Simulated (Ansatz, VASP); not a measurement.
# SiNi3: VASP beside Ansatz, part 2 of 2

Aim: how closely do two programs agree when they are given the same cell, functional and k mesh?

VASP 6.6.1 and Ansatz 0.2.0.

So far: Set-up; Ansatz: relaxation of cell and atoms, r2SCAN.

## Step 3: VASP: relaxation of cell and atoms, r2SCAN

Level of this step: r2SCAN, spin-polarised from a ferromagnetic start; plane waves and PAW (Si, Ni) (VASP).

The same cell, functional, mesh and smearing now go to VASP, with its own data sets and cutoff.

Lines of VASP's logs that name or quote its potential files are left out, and so is its time.

The input, INCAR:

```
SYSTEM = SiNi3
PREC = Accurate
ENCUT = 450
EDIFF = 1E-07
NELM = 120
ISMEAR = 1
SIGMA = 0.1
LREAL = .FALSE.
ALGO = Normal
METAGGA = R2SCAN
LASPH = .TRUE.
NBANDS = 27
ISPIN = 2
MAGMOM = 0 1 1 1
LMAXMIX = 4
LORBIT = 11
LWAVE = .FALSE.
LCHARG = .FALSE.
KPAR = 2
IBRION = 2
NSW = 40
ISIF = 3
EDIFFG = -0.01
POTIM = 0.4
```

The input, POSCAR:

```
SiNi3
1.0
    3.4663660498      0.0000000000      0.0000000000
    0.0000000000      3.4663660498      0.0000000000
    0.0000000000      0.0000000000      3.4663660498
Si Ni
1 3
Direct
    0.0000000000      0.0000000000      0.0000000000
    0.0000000000      0.5000000000      0.5000000000
    0.5000000000      0.0000000000      0.5000000000
    0.5000000000      0.5000000000      0.0000000000
```

The input, KPOINTS:

```
Automatic mesh
0
Gamma
9 9 9
0 0 0
```

Potentials, in the order of the species: Si and Ni (PBE family, release 64).

The run is started by

```bash
$ mpirun -np 2 vasp_std
```

Numbers of over 12 decimals in the logs are rounded to 6 here.

Log:

```text
[banner, memory and clock lines left out]
running    2 mpi-ranks, on    1 nodes
 distrk:  each k-point on    1 cores,    2 groups
 distr:  one band on    1 cores,    1 groups

 POSCAR found type information on POSCAR SiNi
 POSCAR found :  2 types and       4 ions
|                                                                             |
|               ----> ADVICE to this user running VASP <----                  |
|                                                                             |
|     You enforced a specific xc type in the INCAR file but a different       |
|     [... a line on the potential file left out ...]
|     I HOPE YOU KNOW WHAT YOU ARE DOING!                                     |
|                                                                             |

 LDA part: xc-table for (None), standard interpolation
 POSCAR, INCAR and KPOINTS ok, starting setup
 FFT: planning ... GRIDC
 FFT: planning ... GRID_SOFT
 FFT: planning ... GRID
 WAVECAR not read
 entering main loop
       N       E                     dE             d eps       ncg     rms          rms(c)
DAV:   1     0.172766751254E+03    0.17277E+03   -0.13971E+04  3868   0.156E+03
DAV:   2    -0.411910127925E+02   -0.21396E+03   -0.19990E+03  3780   0.308E+02
DAV:   3    -0.535096975443E+02   -0.12319E+02   -0.11734E+02  4220   0.937E+01
DAV:   4    -0.537196929563E+02   -0.21000E+00   -0.20956E+00  4272   0.117E+01
DAV:   5    -0.537262677379E+02   -0.65748E-02   -0.65743E-02  4667   0.183E+00    0.216E+01
DAV:   6    -0.499664183374E+02    0.37598E+01   -0.34448E+01  4303   0.108E+02    0.193E+01
DAV:   7    -0.463404153942E+02    0.36260E+01   -0.96465E+00  4516   0.556E+01    0.487E+00
DAV:   8    -0.463870745203E+02   -0.46659E-01   -0.33438E-01  4836   0.555E+00    0.227E+00
DAV:   9    -0.463744140202E+02    0.12661E-01   -0.27275E-02  4937   0.216E+00    0.860E-01
DAV:  10    -0.463714286316E+02    0.29854E-02   -0.59347E-03  4970   0.112E+00    0.200E-01
DAV:  11    -0.463714593231E+02   -0.30692E-04   -0.11168E-03  5078   0.348E-01    0.100E-01
DAV:  12    -0.463715168926E+02   -0.57569E-04   -0.10621E-04  4697   0.128E-01    0.586E-02
DAV:  13    -0.463715691419E+02   -0.52249E-04   -0.39164E-05  4985   0.106E-01    0.485E-02
DAV:  14    -0.463716380045E+02   -0.68863E-04   -0.59816E-05  5137   0.173E-01    0.516E-02
[...]
DAV:  32    -0.463714003963E+02    0.72437E-05   -0.34324E-05  5211   0.112E-01    0.102E-02
DAV:  33    -0.463714059537E+02   -0.55575E-05   -0.13548E-05  5346   0.579E-02    0.549E-03
DAV:  34    -0.463714093953E+02   -0.34416E-05   -0.43917E-06  3950   0.275E-02    0.400E-03
DAV:  35    -0.463714084793E+02    0.91607E-06   -0.34284E-06  4833   0.423E-02    0.209E-03
DAV:  36    -0.463714091300E+02   -0.65077E-06   -0.20894E-06  5230   0.247E-02    0.316E-03
DAV:  37    -0.463714093800E+02   -0.24992E-06   -0.84162E-07  4020   0.158E-02    0.294E-03
DAV:  38    -0.463714091695E+02    0.21048E-06   -0.21777E-07  2772   0.103E-02    0.213E-03
DAV:  39    -0.463714090878E+02    0.81650E-07   -0.18159E-07  3100   0.816E-03
   1 F= -.46371409E+02 E0= -.46371266E+02  d E =-.463714E+02  mag=     0.0000
 curvature:   0.00 expect dE= 0.000E+00 dE for cont linesearch  0.000E+00
 trial: gam= 0.00000 g(F)=  0.000E+00 g(S)=  0.721E-04 ort = 0.000E+00 (trialstep = 0.100E+01)
 search vector abs. value=  0.721E-04
 bond charge predicted
       N       E                     dE             d eps       ncg     rms          rms(c)
DAV:   1    -0.463726708968E+02   -0.12617E-02   -0.99989E-03  3987   0.154E+00    0.310E-01
DAV:   2    -0.463724218828E+02    0.24901E-03   -0.73681E-03  4450   0.166E+00    0.225E-01
DAV:   3    -0.463714423660E+02    0.97952E-03   -0.19076E-03  4498   0.854E-01    0.502E-02
DAV:   4    -0.463714261129E+02    0.16253E-04   -0.45619E-05  4310   0.673E-02    0.764E-03
DAV:   5    -0.463714250685E+02    0.10444E-05   -0.29169E-06  4005   0.148E-02    0.597E-03
DAV:   6    -0.463714237988E+02    0.12698E-05   -0.36572E-07  4330   0.533E-03    0.208E-03
DAV:   7    -0.463714231928E+02    0.60597E-06   -0.13423E-07  3094   0.380E-03    0.833E-04
DAV:   8    -0.463714229069E+02    0.28589E-06   -0.83771E-09  1938   0.978E-04    0.420E-04
DAV:   9    -0.463714228431E+02    0.63766E-07   -0.42611E-09  1923   0.771E-04
   2 F= -.46371423E+02 E0= -.46371280E+02  d E =-.137553E-04  mag=     0.0003
 trial-energy change:   -0.000014  1 .order   -0.000007   -0.000072    0.000059
 step:   0.6270(harm=  0.5500)  dis= 0.00000  next Energy=   -46.371433 (dE=-0.244E-04)
 bond charge predicted
       N       E                     dE             d eps       ncg     rms          rms(c)
DAV:   1    -0.463716106770E+02   -0.18777E-03   -0.13923E-03  3984   0.577E-01    0.116E-01
DAV:   2    -0.463715694572E+02    0.41220E-04   -0.10298E-03  4450   0.619E-01    0.841E-02
DAV:   3    -0.463714350180E+02    0.13444E-03   -0.26603E-04  4498   0.319E-01    0.188E-02
DAV:   4    -0.463714315965E+02    0.34214E-05   -0.64739E-06  4271   0.251E-02    0.290E-03
DAV:   5    -0.463714319593E+02   -0.36283E-06   -0.40431E-07  3939   0.555E-03    0.227E-03
DAV:   6    -0.463714324497E+02   -0.49036E-06   -0.47315E-08  2222   0.285E-03    0.104E-03
DAV:   7    -0.463714326969E+02   -0.24724E-06   -0.34876E-08  1947   0.258E-03    0.964E-04
DAV:   8    -0.463714326936E+02    0.33897E-08   -0.12890E-08  1932   0.129E-03
   3 F= -.46371433E+02 E0= -.46371290E+02  d E =-.236057E-04  mag=     0.0012
 curvature:  -0.27 expect dE=-0.452E-06 dE for cont linesearch -0.452E-06
 trial: gam= 0.00000 g(F)=  0.921E-65 g(S)=  0.169E-05 ort =-0.111E-04 (trialstep = 0.925E+00)
 search vector abs. value=  0.169E-05
 reached required accuracy - stopping structural energy minimisation
```

OUTCAR, selected parts (step 3):

```text
ion  position               nearest neighbor table
   1  0.000  0.000  0.000-   2 2.45   3 2.45   4 2.45   2 2.45   3 2.45   2 2.45   4 2.45   2 2.45
                             3 2.45   4 2.45   3 2.45   4 2.45
   2  0.000  0.500  0.500-   1 2.45   3 2.45   4 2.45   1 2.45   4 2.45   1 2.45   3 2.45   1 2.45
                             3 2.45   4 2.45   4 2.45   3 2.45
   3  0.500  0.000  0.500-   1 2.45   2 2.45   4 2.45   1 2.45   4 2.45   2 2.45   4 2.45   4 2.45
                             1 2.45   2 2.45   1 2.45   2 2.45
   4  0.500  0.500  0.000-   1 2.45   2 2.45   3 2.45   2 2.45   3 2.45   1 2.45   3 2.45   3 2.45
                             1 2.45   2 2.45   2 2.45   1 2.45

  LATTYP: Found a simple cubic cell.
 ALAT       =     3.4663660498

 Subroutine GETGRP returns: Found 48 space group operations
 (whereof 48 operations were pure point group operations)

The static configuration has the point symmetry O_h .

 Found     35 irreducible k-points:

   k-points           NKPTS =     35   k-points in BZ     NKDIM =     35   number of bands    NBANDS=     27

   dimension x,y,z NGX =    24 NGY =   24 NGZ =   24
   dimension x,y,z NGXF=    48 NGYF=   48 NGZF=   48

   ENCUT  =  450.0 eV  33.07 Ry    5.75 a.u.   6.00  6.00  6.00*2*pi/ulx,y,z

   NELECT =      34.0000    total number of electrons

 k-points in reciprocal lattice and weights: Automatic mesh
   0.00000000  0.00000000  0.00000000       0.001
   0.11111111  0.00000000  0.00000000       0.008
   0.22222222  0.00000000  0.00000000       0.008
   0.33333333  0.00000000  0.00000000       0.008
   0.44444444  0.00000000  0.00000000       0.008
   0.11111111  0.11111111  0.00000000       0.016
   0.22222222  0.11111111  0.00000000       0.033
   0.33333333  0.11111111  0.00000000       0.033
   0.44444444  0.11111111  0.00000000       0.033
[...]
0.44444444  0.44444444  0.33333333       0.033
   0.44444444  0.44444444  0.44444444       0.011

 average (electrostatic) potential at core
       1 -81.6596       2 -85.5364       3 -85.5364       4 -85.5364

 E-fermi :  11.0009

 spin component 1
 k-point     1 :       0.0000    0.0000    0.0000
  band No.  band energies     occupation
    ...
     12      10.0074      1.00000
     13      10.0074      1.00000
     14      10.2606      1.00000
     15      10.2606      1.00000
     16      10.6498      1.00000
     17      11.0630      0.07102
     18      11.0630      0.07102
     19      11.0630      0.07102
     20      16.6272      0.00000
     21      17.7350      0.00000
    ...

 k-point     2 :       0.1111    0.0000    0.0000
  band No.  band energies     occupation
    ...
     12      10.1476      1.00000
     13      10.1476      1.00000
     14      10.2629      1.00000
     15      10.2676      1.00000
     16      10.5866      1.00000
     17      11.0632      0.07032
     18      11.3552     -0.00000
     19      11.3552     -0.00000
     20      16.8910      0.00000
     21      17.6934      0.00000
    ...

 k-point     3 :       0.2222    0.0000    0.0000
  band No.  band energies     occupation
    ...
     12      10.0646      1.00000
     13      10.0646      1.00000
     14      10.0942      1.00000
     15      10.2500      1.00000
     16      10.4182      1.00000
     17      11.0636      0.06851
     18      12.2196     -0.00000
     19      12.2196     -0.00000
     20      17.0367      0.00000
     21      17.5764      0.00000
    ...

 k-point     4 :       0.3333    0.0000    0.0000
  band No.  band energies     occupation
    ...
     12       9.8176      1.00000
     13       9.8306      1.00000
     14       9.8306      1.00000
     15      10.0530      1.00000
     16      10.3348      1.00000
     17      11.0641      0.06621
     18      13.3901      0.00000
     19      13.3901      0.00000
     20      17.0631      0.00000
     21      17.4209      0.00000
    ...

 k-point     5 :       0.4444    0.0000    0.0000
  band No.  band energies     occupation
    ...
     12       9.5839      1.00000
     13       9.6369      1.00000
     14       9.6369      1.00000
     15       9.7874      1.00000
     16      10.3350      1.00000
     17      11.0644      0.06504
     18      14.6161      0.00000
     19      14.6161      0.00000
     20      16.9402      0.00000
     21      16.9402      0.00000
    ...

 k-point     6 :       0.1111    0.1111    0.0000
  band No.  band energies     occupation
    ...
     13      10.1294      1.00000
     14      10.1888      1.00000
     15      10.3762      1.00000
     16      10.5207      1.00000
     17      10.9862      0.62351
     18      11.3777     -0.00000
     19      11.6993     -0.00000
     20      17.1843      0.00000
     21      18.1553      0.00000
     22      18.4080      0.00000
    ...

  Total        0.0076515      0.0076515      0.0076515     -0.0000000      0.0000000     -0.0000000
  in kB        0.2945962      0.2945962      0.2945962     -0.0000000      0.0000000     -0.0000000
  external PRESSURE =       0.2945962 kB  Pullay stress =       0.0000000 kB

  energy-cutoff  :      450.00
  volume of cell :       41.61
      direct lattice vectors                 reciprocal lattice vectors
     3.465319235  0.000000000  0.000000000     0.288573702 -0.000000000 -0.000000000
     0.000000000  3.465319235  0.000000000    -0.000000000  0.288573702  0.000000000
     0.000000000 -0.000000000  3.465319235    -0.000000000 -0.000000000  0.288573702

 POSITION                                       TOTAL-FORCE (eV/Angst)
 -----------------------------------------------------------------------------------
      0.00000      0.00000      0.00000         0.000000      0.000000      0.000000
      0.00000      1.73266      1.73266        -0.000000     -0.000000      0.000000
      1.73266     -0.00000      1.73266         0.000000     -0.000000      0.000000
      1.73266      1.73266      0.00000         0.000000      0.000000      0.000000
 -----------------------------------------------------------------------------------
    total drift:                                0.000000     -0.000000     -0.000000

  FREE ENERGIE OF THE ION-ELECTRON SYSTEM (eV)
  ---------------------------------------------------
  free  energy   TOTEN  =       -46.3714326936 eV

  energy  without entropy=      -46.3710041698  energy(sigma->0) =      -46.37128985

 reached required accuracy - stopping structural energy minimisation

 total charge
# of ion       s       p       d       tot
------------------------------------------
    1        0.718   0.852   0.000   1.570
    2        0.513   0.629   8.441   9.583
    3        0.513   0.629   8.441   9.583
    4        0.513   0.629   8.441   9.583
--------------------------------------------------
tot          2.257   2.739  25.324  30.320

 magnetization (x)
# of ion       s       p       d       tot
------------------------------------------
    1       -0.000  -0.000   0.000  -0.000
    2       -0.000  -0.000   0.001   0.000
    3       -0.000  -0.000   0.001   0.000
    4       -0.000  -0.000   0.001   0.000
--------------------------------------------------
tot         -0.000  -0.000   0.002   0.001

[... 6 further parts left out ...]
```

The moments of the start collapse, so the state is non-magnetic; other starts or orders were not tried. The run keeps the 48 symmetry operations of its start, so it cannot find a distortion of lower symmetry.

## Step 4: Differences

Known differences besides the PAW data sets themselves: VASP keeps PBE cores, Ansatz makes them for the functional; both relaxations stop at a tolerance, which leaves soft axes loose, and VASP keeps its plane-wave basis; the data sets hold 58 valence electrons in Ansatz (default PAW (the set named soft_2) files) and 34 in VASP; the cutoff is 500 eV in Ansatz and 450 eV in VASP; Ansatz adds a Pulay correction to the stress that steers its cell, VASP none; site moments are counted in spheres of each program's own size. Total energies have different zeros and are not compared.

Both answers:

```
                                         quantity  Ansatz   VASP  difference
                                      volume (Å³)   41.59  41.61     -0.06 %
edge a after relaxation, in the typed setting (Å)   3.465  3.465     -0.02 %
                                total moment (μB)    0.16   0.00       +0.16
                               moment on Ni2 (μB)    0.07   0.00       +0.07
                               moment on Ni3 (μB)    0.07   0.00       +0.07
                               moment on Ni4 (μB)    0.07   0.00       +0.07
```

The walks stopped with 0.00 GPa left in Ansatz and 0.03 GPa in VASP; each walk ends within a tolerance, so the volume difference is uncertain by about these residues over the bulk modulus, most in soft cells.

## Step 5: Results

```json
{
 "difference in volume (relaxation of cell and atoms, r2SCAN)": "-0.061 %"
}
```

The difference in volume is -0.061 % (relaxation of cell and atoms, r2SCAN), within the 1.2 % picked in this series as the mark of a large difference, as far as the stopping tolerances let one tell. Differences of this kind measure data sets and numerical settings, not the functional's error against experiment.

[Lines on the potential files, build, host, timing and source positions are cut from VASP's logs without a mark.]

[Logs are printed without paths, hosts, clocks, repeated set-up lines and the standing remarks that a program may print on its own settings, such as how far it seeks lower states.]

[Hosts, paths, dates, database ids (printed as entryN), source tags and the programs' standing remarks are cut or masked in the printed files.]
